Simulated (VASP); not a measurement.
LiNbO3 (space group R-3c): computed properties

Computed with r2SCAN meta-GGA, VASP's PBE PAW potentials (set 64) (plane waves; VASP).

```yaml
space_group: R-3c (167)
cell: a = 5.1867 Å, b = 5.1867 Å, c = 13.6627 Å, α = 90.00°, β = 90.00°, γ = 120.00°
volume_per_atom: 10.61 Å^3/atom
band gap (over mesh and band path): 2.97 eV
smallest direct gap (over mesh and band path): 3.08 eV
band_edge_character: indirect, Γ-S0 at 0.43 to F
density: 4.63 g/cm³
```

```yaml
crystal:
  lattice:
    - [2.59336, 1.49728, 4.55422]
    - [-2.59336, 1.49728, 4.55422]
    - [0.00000, -2.99456, 4.55422]
  atoms:
    - { symbol: Li, position: [0.25000, 0.25000, 0.25000] }
    - { symbol: Li, position: [0.75000, 0.75000, 0.75000] }
    - { symbol: Nb, position: [0.50000, 0.50000, 0.50000] }
    - { symbol: Nb, position: [0.00000, 0.00000, 0.00000] }
    - { symbol: O, position: [0.12830, 0.37170, 0.75000] }
    - { symbol: O, position: [0.87170, 0.62830, 0.25000] }
    - { symbol: O, position: [0.75000, 0.12830, 0.37170] }
    - { symbol: O, position: [0.25000, 0.87170, 0.62830] }
    - { symbol: O, position: [0.37170, 0.75000, 0.12830] }
    - { symbol: O, position: [0.62830, 0.25000, 0.87170] }
```

The structure comes from a computed database's LiNbO3 entry (R-3c); how it stands against other phases isn't given here. It was relaxed first. Symmetry was kept, so distortions that lower it aren't found.
